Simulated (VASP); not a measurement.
Here is the system:

```yaml
crystal:
  lattice:
    - [0.00000, 3.53500, 3.53500]
    - [3.53500, 0.00000, 3.53500]
    - [3.53500, 3.53500, 0.00000]
  atoms:
    - { symbol: K, position: [0.00000, 0.00000, 0.00000] }
    - { symbol: I, position: [0.50000, 0.50000, 0.50000] }
```

These are PBE GGA, VASP's PBE PAW potentials (set 64) (plane waves; VASP 6.6.1) values and carry that method's errors. Settings: 300 eV cut-off, 4×4×4 Γ-centred mesh, Fermi-Dirac smearing of 0.050 eV, potentials K_sv I.

Unless said otherwise, spin-orbit coupling is left out, though it shifts the bands of the heavy elements here.

Task: Give the energies of bands 6 to 11 at the high-symmetry points, in eV from the valence-band maximum.

Result: 
```tsv
band	Γ	X	U	L	W
6	0.00	-0.99	-0.85	-1.31	-0.72
7	0.00	-0.36	-0.75	-0.33	-0.72
8	0.00	-0.36	-0.38	-0.33	-0.60
9	3.96	4.94	5.61	5.52	6.46
10	6.50	5.76	6.63	7.71	6.46
11	6.50	8.09	7.62	8.14	6.63
```

The gap is direct, 3.96 eV, from the valence maximum at Γ to the conduction minimum at Γ.

The structure is a typed KI crystal (Fm-3m). The cell was not relaxed at this level.
